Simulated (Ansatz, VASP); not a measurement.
## Cross-check of NbB2 between VASP and Ansatz

Wanted: the spread between two codes on one cell, functional and k mesh. The cell is taken from a series of VASP runs on this material, whose earlier steps may have relaxed, scaled or displaced it; both programs get it as it stands.

Program: Ansatz 0.2.0. Level of theory: plane waves, with VASP 6.6.1 beside it; zone-centre phonons at PBEsol. Results are calculated unless marked as measured.

**1. Starting point**

The structure is hexagonal, space group P6/mmm (No. 191). Conventional cell: a = 3.087 Å, b = 3.087 Å, c = 3.306 Å, α = 90.00°, β = 90.00°, γ = 120.00°. Nearest to Nb lie 12 B at 2.43 Å. Nearest to B lie 3 B at 1.78 Å and 6 Nb at 2.43 Å. Farther neighbours are not listed.

**2. VASP: zone-centre phonons, PBEsol**

Second derivatives magnify differences that forces hide, and they need a tight electronic threshold.

Lines of VASP's logs that name or quote its potential files are left out, and so is its time.

File INCAR:

```
SYSTEM = NbB2
PREC = Accurate
ENCUT = 420
EDIFF = 1E-08
NELM = 100
ISMEAR = 1
SIGMA = 0.2
LREAL = .FALSE.
ALGO = Normal
GGA = PS
NBANDS = 15
LASPH = .TRUE.
LORBIT = 11
LWAVE = .FALSE.
LCHARG = .FALSE.
KPAR = 2
IBRION = 8
ISIF = 2
```

File POSCAR:

```
NbB2
1.0
    3.0869409239      0.0000000000      0.0000000000
   -1.5434704619      2.6733692601      0.0000000000
    0.0000000000      0.0000000000      3.3056034464
Nb B
1 2
Direct
    0.0000000000      0.0000000000      0.0000000000
    0.3333333333      0.6666666667      0.5000000000
    0.6666666667      0.3333333333      0.5000000000
```

File KPOINTS:

```
Automatic mesh
0
Gamma
14 14 12
0 0 0
```

Potentials, in the order of the species: Nb_sv and B (PBE family, release 64).

Run with:

```bash
$ mpirun -np 2 vasp_std
```

Numbers of over 12 decimals in the logs are rounded to 6 here.

The program printed:

```text
[banner, memory and clock lines left out]
running    2 mpi-ranks, on    1 nodes
 distrk:  each k-point on    1 cores,    2 groups
 distr:  one band on    1 cores,    1 groups

 POSCAR found type information on POSCAR NbB
 POSCAR found :  2 types and       3 ions
|                                                                             |
|               ----> ADVICE to this user running VASP <----                  |
|                                                                             |
|     You enforced a specific xc type in the INCAR file but a different       |
|     [... a line on the potential file left out ...]
|     I HOPE YOU KNOW WHAT YOU ARE DOING!                                     |
|                                                                             |

 LDA part: xc-table for (Slater+PW92), standard interpolation
 POSCAR, INCAR and KPOINTS ok, starting setup
 FFT: planning ... GRIDC
 FFT: planning ... GRID_SOFT
 FFT: planning ... GRID
 WAVECAR not read
 entering main loop
       N       E                     dE             d eps       ncg     rms          rms(c)
DAV:   1     0.116267866383E+03    0.11627E+03   -0.88958E+03  5056   0.106E+03
DAV:   2    -0.256997903531E+02   -0.14197E+03   -0.13793E+03  6405   0.372E+02
DAV:   3    -0.304905386274E+02   -0.47907E+01   -0.46981E+01  7839   0.585E+01
DAV:   4    -0.306618813040E+02   -0.17134E+00   -0.17121E+00  6658   0.106E+01
DAV:   5    -0.306671355289E+02   -0.52542E-02   -0.52528E-02  8080   0.154E+00    0.123E+01
DAV:   6    -0.273838777226E+02    0.32833E+01   -0.12844E+01  8011   0.271E+01    0.311E+00
DAV:   7    -0.274049500919E+02   -0.21072E-01   -0.48684E-01  6207   0.577E+00    0.204E+00
DAV:   8    -0.274028527495E+02    0.20973E-02   -0.58133E-02  8848   0.210E+00    0.340E-01
DAV:   9    -0.274023823305E+02    0.47042E-03   -0.60773E-03  7697   0.676E-01    0.122E-01
DAV:  10    -0.274022756745E+02    0.10666E-03   -0.54710E-04  6633   0.231E-01    0.325E-02
DAV:  11    -0.274022747565E+02    0.91808E-06   -0.34046E-05  7448   0.573E-02    0.126E-02
DAV:  12    -0.274022735763E+02    0.11802E-05   -0.32214E-06  8204   0.128E-02    0.185E-03
DAV:  13    -0.274022735417E+02    0.34600E-07   -0.17769E-07  6316   0.441E-03    0.924E-04
DAV:  14    -0.274022735334E+02    0.82325E-08   -0.98204E-09  4854   0.101E-03
   1 F= -.27402274E+02 E0= -.27402410E+02  d E =0.410233E-03
 Linear response reoptimize wavefunctions to high precision
DAV:   1    -0.274022735210E+02    0.12438E-07   -0.55717E-09  7283   0.622E-04
DAV:   2    -0.274022735210E+02   -0.17735E-10   -0.18505E-10  3346   0.123E-04
 Linear response DOF=           4
 Linear response progress:
  Degree of freedom:   1/  4
       N       E                     dE             d eps       ncg     rms          rms(c)
RMM:   1    -0.553479536122E+00   -0.55348E+00    0.58617E+00 13130   0.267E+01
RMM:   2    -0.453119461638E+00    0.10036E+00   -0.46700E-01 18144   0.529E+00    0.173E-01
RMM:   3    -0.451806336267E+00    0.13131E-02   -0.34584E-02 22582   0.142E+00    0.869E-02
RMM:   4    -0.452040417792E+00   -0.23408E-03   -0.10607E-02 29869   0.533E-01    0.365E-02
RMM:   5    -0.452264428346E+00   -0.22401E-03   -0.10540E-03 28799   0.185E-01    0.234E-02
RMM:   6    -0.452173419287E+00    0.91009E-04   -0.42369E-04 28013   0.105E-01    0.566E-03
RMM:   7    -0.452162647451E+00    0.10772E-04   -0.17132E-04 30854   0.504E-02    0.422E-03
RMM:   8    -0.452096447359E+00    0.66200E-04   -0.64060E-05 30237   0.298E-02    0.576E-03
RMM:   9    -0.452057762328E+00    0.38685E-04    0.65851E-05 29753   0.198E-02    0.424E-03
RMM:  10    -0.452070814988E+00   -0.13053E-04   -0.25864E-05 31723   0.132E-02    0.344E-03
RMM:  11    -0.452067892827E+00    0.29222E-05   -0.23913E-05 30272   0.961E-03    0.260E-03
RMM:  12    -0.452074870203E+00   -0.69774E-05   -0.20060E-05 29608   0.745E-03    0.196E-03
RMM:  13    -0.452081851199E+00   -0.69810E-05   -0.15944E-05 30197   0.569E-03    0.155E-03
RMM:  14    -0.452088513101E+00   -0.66619E-05   -0.11000E-05 30312   0.448E-03    0.123E-03
[...]
RMM:  19    -0.452097491782E+00   -0.33762E-06   -0.40872E-06 31388   0.176E-03    0.693E-05
RMM:  20    -0.452096861671E+00    0.63011E-06   -0.41284E-06 27182   0.154E-03    0.124E-04
RMM:  21    -0.452097038637E+00   -0.17697E-06   -0.16032E-06 27085   0.132E-03    0.138E-04
RMM:  22    -0.452097257253E+00   -0.21862E-06   -0.23020E-06 30736   0.113E-03    0.156E-04
RMM:  23    -0.452097000055E+00    0.25720E-06   -0.13665E-06 27659   0.101E-03    0.186E-04
RMM:  24    -0.452097193651E+00   -0.19360E-06   -0.16396E-06 27211   0.880E-04    0.197E-04
RMM:  25    -0.452097380736E+00   -0.18709E-06   -0.95866E-07 26934   0.781E-04    0.205E-04
RMM:  26    -0.452097551052E+00   -0.17032E-06   -0.17556E-06 29561   0.687E-04    0.215E-04
 first order change of Fermi-energy  -0.85119E-03
 force on displaced ion       1 direction 1 : -12.260  -0.000   0.000
 Linear response progress:
  Degree of freedom:   2/  4
       N       E                     dE             d eps       ncg     rms          rms(c)
RMM:   1    -0.610008249861E+00   -0.61001E+00    0.54327E+00  5605   0.263E+01
RMM:   2    -0.515239330102E+00    0.94769E-01   -0.46850E-01  7619   0.517E+00    0.180E-01
RMM:   3    -0.513932397723E+00    0.13069E-02   -0.32275E-02  8955   0.133E+00    0.919E-02
RMM:   4    -0.514860696361E+00   -0.92830E-03   -0.12205E-02 11362   0.491E-01    0.441E-02
RMM:   5    -0.514976618613E+00   -0.11592E-03   -0.98924E-04 11899   0.159E-01    0.297E-02
RMM:   6    -0.514725624044E+00    0.25099E-03   -0.39030E-04 11094   0.950E-02    0.804E-03
RMM:   7    -0.514733501128E+00   -0.78771E-05   -0.14625E-04 12179   0.415E-02    0.304E-03
RMM:   8    -0.514683832216E+00    0.49669E-04   -0.65321E-05 12080   0.239E-02    0.255E-03
RMM:   9    -0.514677845474E+00    0.59867E-05   -0.34305E-05 12365   0.149E-02    0.119E-03
RMM:  10    -0.514683959790E+00   -0.61143E-05   -0.19644E-05 12539   0.956E-03    0.393E-04
RMM:  11    -0.514681372248E+00    0.25875E-05   -0.11149E-05 12244   0.634E-03    0.666E-04
RMM:  12    -0.514685673184E+00   -0.43009E-05   -0.71963E-06 11323   0.488E-03    0.271E-04
RMM:  13    -0.514688770080E+00   -0.30969E-05   -0.55432E-06 12436   0.349E-03    0.214E-04
RMM:  14    -0.514690589817E+00   -0.18197E-05   -0.46373E-06 11850   0.258E-03    0.195E-04
[...]
RMM:  38    -0.514700241382E+00   -0.11732E-08   -0.23520E-07  7713   0.554E-05    0.255E-06
RMM:  39    -0.514700241264E+00    0.11805E-09   -0.23239E-07  7290   0.505E-05    0.301E-06
RMM:  40    -0.514700241557E+00   -0.29265E-09   -0.19934E-07  7047   0.462E-05    0.342E-06
RMM:  41    -0.514700244868E+00   -0.33114E-08   -0.20026E-07  6902   0.427E-05    0.364E-06
RMM:  42    -0.514700243138E+00    0.17303E-08   -0.17228E-07  6536   0.396E-05    0.396E-06
RMM:  43    -0.514700243169E+00   -0.31355E-10   -0.16358E-07  6347   0.369E-05    0.427E-06
RMM:  44    -0.514700244968E+00   -0.17987E-08   -0.14985E-07  6250   0.345E-05    0.447E-06
RMM:  45    -0.514700254878E+00   -0.99095E-08   -0.14440E-07  8419   0.326E-05    0.422E-06
 first order change of Fermi-energy   0.75216E-03
 force on displaced ion       1 direction 3 :  -0.000   0.000 -15.362
 Linear response progress:
  Degree of freedom:   3/  4
       N       E                     dE             d eps       ncg     rms          rms(c)
RMM:   1    -0.493454498078E-01   -0.49345E-01   -0.28495E-02 51628   0.116E+00
RMM:   2    -0.438074863194E-01    0.55380E-02   -0.28535E-03 39601   0.338E-01    0.153E-01
RMM:   3    -0.437384800684E-01    0.69006E-04   -0.95861E-04 40748   0.162E-01    0.755E-02
RMM:   4    -0.442880320012E-01   -0.54955E-03   -0.59949E-04 38679   0.128E-01    0.843E-03
RMM:   5    -0.442786699568E-01    0.93620E-05   -0.94394E-05 47397   0.447E-02    0.332E-03
RMM:   6    -0.442835283772E-01   -0.48584E-05   -0.17758E-05 50319   0.147E-02    0.194E-03
RMM:   7    -0.442849179735E-01   -0.13896E-05   -0.35695E-06 49609   0.616E-03    0.404E-04
RMM:   8    -0.442834262185E-01    0.14918E-05   -0.82705E-07 51981   0.263E-03    0.141E-04
RMM:   9    -0.442844681067E-01   -0.10419E-05   -0.24628E-07 52828   0.111E-03    0.743E-05
RMM:  10    -0.442839134790E-01    0.55463E-06   -0.11546E-07 52250   0.495E-04    0.320E-05
RMM:  11    -0.442841342056E-01   -0.22073E-06   -0.51675E-08 52963   0.228E-04    0.126E-05
RMM:  12    -0.442841061684E-01    0.28037E-07   -0.14134E-08 53832   0.107E-04    0.641E-06
RMM:  13    -0.442841069634E-01   -0.79503E-09   -0.21573E-08 52643   0.525E-05    0.307E-06
 first order change of Fermi-energy   0.39998E-04
 force on displaced ion       2 direction 1 : -16.523   0.001   0.000
 Linear response progress:
  Degree of freedom:   4/  4
       N       E                     dE             d eps       ncg     rms          rms(c)
RMM:   1    -0.482743197744E-01   -0.48274E-01   -0.97553E-03 18099   0.125E+00
RMM:   2    -0.444310174107E-01    0.38433E-02   -0.24952E-03 13463   0.348E-01    0.117E-01
RMM:   3    -0.443863264891E-01    0.44691E-04   -0.10459E-03 14615   0.173E-01    0.554E-02
RMM:   4    -0.447667312411E-01   -0.38040E-03   -0.45551E-04 14903   0.109E-01    0.117E-02
RMM:   5    -0.448152426900E-01   -0.48511E-04   -0.77339E-05 16707   0.459E-02    0.340E-03
RMM:   6    -0.448368393326E-01   -0.21597E-04   -0.14609E-05 16865   0.173E-02    0.131E-03
RMM:   7    -0.448251875706E-01    0.11652E-04   -0.31204E-06 17233   0.742E-03    0.366E-04
RMM:   8    -0.448285078017E-01   -0.33202E-05   -0.86190E-07 17199   0.351E-03    0.250E-04
RMM:   9    -0.448271491508E-01    0.13587E-05   -0.23592E-07 17729   0.164E-03    0.435E-05
RMM:  10    -0.448271405356E-01    0.86152E-08   -0.44822E-08 18451   0.716E-04    0.366E-05
 first order change of Fermi-energy  -0.36763E-04
 force on displaced ion       2 direction 3 :   0.000  -0.000  -9.899
 Linear response finished
```

From OUTCAR (step 2):

```text
ion  position               nearest neighbor table
   1  0.000  0.000  0.000-   2 2.43   3 2.43   2 2.43   3 2.43   2 2.43   2 2.43   3 2.43   3 2.43
                             3 2.43   3 2.43   2 2.43   2 2.43
   2  0.333  0.667  0.500-   3 1.78   3 1.78   3 1.78   1 2.43   1 2.43   1 2.43   1 2.43   1 2.43
                             1 2.43
   3  0.667  0.333  0.500-   2 1.78   2 1.78   2 1.78   1 2.43   1 2.43   1 2.43   1 2.43   1 2.43
                             1 2.43

  LATTYP: Found a hexagonal cell.
 ALAT       =     3.0869409239
 C/A-ratio  =     1.0708346962

 Subroutine GETGRP returns: Found 24 space group operations
 (whereof 24 operations were pure point group operations)

The static configuration has the point symmetry D_6h.

 Found    168 irreducible k-points:

   k-points           NKPTS =    168   k-points in BZ     NKDIM =    168   number of bands    NBANDS=     15

   dimension x,y,z NGX =    24 NGY =   24 NGZ =   24
   dimension x,y,z NGXF=    48 NGYF=   48 NGZF=   48

   ENCUT  =  420.0 eV  30.87 Ry    5.56 a.u.   5.16  5.16  5.52*2*pi/ulx,y,z

   NELECT =      19.0000    total number of electrons

 k-points in reciprocal lattice and weights: Automatic mesh
   0.00000000  0.00000000  0.00000000       0.000
   0.07142857  0.00000000  0.00000000       0.003
   0.14285714  0.00000000  0.00000000       0.003
   0.21428571  0.00000000  0.00000000       0.003
   0.28571429 -0.00000000  0.00000000       0.003
   0.35714286  0.00000000  0.00000000       0.003
   0.42857143  0.00000000  0.00000000       0.003
   0.50000000  0.00000000  0.00000000       0.001
   0.07142857  0.07142857  0.00000000       0.003
[...]
0.28571429  0.28571429  0.50000000       0.003
   0.35714286  0.28571429  0.50000000       0.003

 average (electrostatic) potential at core
       1 -76.4885       2 -20.7894       3 -20.7894

  Total        0.1450501      0.1450501     -0.3149646      0.0000000      0.0000000      0.0000000
  in kB        8.5190412      8.5190412    -18.4984055      0.0000000      0.0000000      0.0000000
  external PRESSURE =      -0.4867744 kB  Pullay stress =       0.0000000 kB

  energy-cutoff  :      420.00
  volume of cell :       27.28
      direct lattice vectors                 reciprocal lattice vectors
     3.086940924  0.000000000  0.000000000     0.323945299  0.187029905  0.000000000
    -1.543470462  2.673369260  0.000000000     0.000000000  0.374059811  0.000000000
     0.000000000  0.000000000  3.305603446     0.000000000  0.000000000  0.302516626

 POSITION                                       TOTAL-FORCE (eV/Angst)
 -----------------------------------------------------------------------------------
      0.00000      0.00000      0.00000        -0.000000      0.000000      0.000000
     -0.00000      1.78225      1.65280         0.000000     -0.000000      0.000000
      1.54347      0.89112      1.65280        -0.000000      0.000000      0.000000
 -----------------------------------------------------------------------------------
    total drift:                               -0.000000      0.000000      0.000000

 Eigenvectors and eigenvalues of the dynamical matrix
 ----------------------------------------------------

   1 f  =   24.683340 THz   155.090002 2PiTHz  823.347613 cm-1   102.082048 meV
             X         Y         Z           dx          dy          dz
      0.000000  0.000000  0.000000    -0.000000   -0.000000   -0.000000
     -0.000000  1.782246  1.652802    -0.392430   -0.588216   -0.000000
      1.543470  0.891123  1.652802     0.392430    0.588216    0.000000

   2 f  =   24.683340 THz   155.090002 2PiTHz  823.347613 cm-1   102.082048 meV
             X         Y         Z           dx          dy          dz
      0.000000  0.000000  0.000000    -0.000000   -0.000000    0.000000
     -0.000000  1.782246  1.652802    -0.588216    0.392430    0.000000
      1.543470  0.891123  1.652802     0.588216   -0.392430   -0.000000

   3 f  =   16.552214 THz   104.000626 2PiTHz  552.122418 cm-1    68.454425 meV
             X         Y         Z           dx          dy          dz
      0.000000  0.000000  0.000000     0.000000   -0.000000    0.000000
     -0.000000  1.782246  1.652802    -0.000000    0.000000   -0.707107
      1.543470  0.891123  1.652802    -0.000000    0.000000    0.707107

   4 f  =   14.629217 THz    91.918081 2PiTHz  487.978150 cm-1    60.501552 meV
             X         Y         Z           dx          dy          dz
      0.000000  0.000000  0.000000     0.000000   -0.000000    0.434532
     -0.000000  1.782246  1.652802    -0.000000    0.000000   -0.636860
      1.543470  0.891123  1.652802    -0.000000    0.000000   -0.636860

   5 f  =   13.039263 THz    81.928108 2PiTHz  434.943010 cm-1    53.926036 meV
             X         Y         Z           dx          dy          dz
      0.000000  0.000000  0.000000    -0.241707   -0.362307   -0.000000
     -0.000000  1.782246  1.652802     0.353248    0.529501   -0.000000
      1.543470  0.891123  1.652802     0.353248    0.529501   -0.000000

   6 f  =   13.039263 THz    81.928108 2PiTHz  434.943010 cm-1    53.926036 meV
             X         Y         Z           dx          dy          dz
      0.000000  0.000000  0.000000     0.362307   -0.241707   -0.000000
     -0.000000  1.782246  1.652802    -0.529501    0.353248    0.000000
      1.543470  0.891123  1.652802    -0.529501    0.353248    0.000000

   7 f/i=    0.000600 THz     0.003771 2PiTHz    0.020021 cm-1     0.002482 meV
             X         Y         Z           dx          dy          dz
      0.000000  0.000000  0.000000     0.000000    0.000000   -0.900657
     -0.000000  1.782246  1.652802     0.000000    0.000000   -0.307260
      1.543470  0.891123  1.652802     0.000000    0.000000   -0.307260

   8 f/i=    0.015029 THz     0.094431 2PiTHz    0.501320 cm-1     0.062156 meV
             X         Y         Z           dx          dy          dz
      0.000000  0.000000  0.000000    -0.300907    0.848390    0.000000
     -0.000000  1.782246  1.652802    -0.102947    0.290252    0.000000
      1.543470  0.891123  1.652802    -0.102947    0.290252    0.000000

   9 f/i=    0.015029 THz     0.094431 2PiTHz    0.501320 cm-1     0.062156 meV
             X         Y         Z           dx          dy          dz
      0.000000  0.000000  0.000000    -0.848390   -0.300907   -0.000000
     -0.000000  1.782246  1.652802    -0.290252   -0.102947   -0.000000
      1.543470  0.891123  1.652802    -0.290252   -0.102947   -0.000000

 ELASTIC MODULI CONTR FROM IONIC RELAXATION (kBar)
 Direction    XX          YY          ZZ          XY          YZ          ZX
 --------------------------------------------------------------------------------
 XX          -0.3017      0.3017     -0.0000     -0.0000      0.0000      0.0000
 YY           0.3017     -0.3017     -0.0000     -0.0000      0.0000     -0.0000
 ZZ          -0.0000     -0.0000     -0.0000     -0.0000      0.0000     -0.0000
 XY          -0.0000     -0.0000     -0.0000     -0.3017      0.0000     -0.0000
 YZ           0.0000      0.0000      0.0000      0.0000      0.0000      0.0000
 ZX           0.0000     -0.0000     -0.0000     -0.0000      0.0000     -0.0000
 --------------------------------------------------------------------------------
```

This run has no spin polarisation. Its electron count is odd, so without a moment it is a metal by construction.

(Part 1 of 2 ends here.)

[Lines on the potential files, build, host, timing and source positions are cut from VASP's logs without a mark.]

[Logs are printed without paths, hosts, clocks, repeated set-up lines and the standing remarks that a program may print on its own settings, such as how far it seeks lower states.]

[Hosts, paths, dates, database ids (printed as entryN), source tags and the programs' standing remarks are cut or masked in the printed files.]
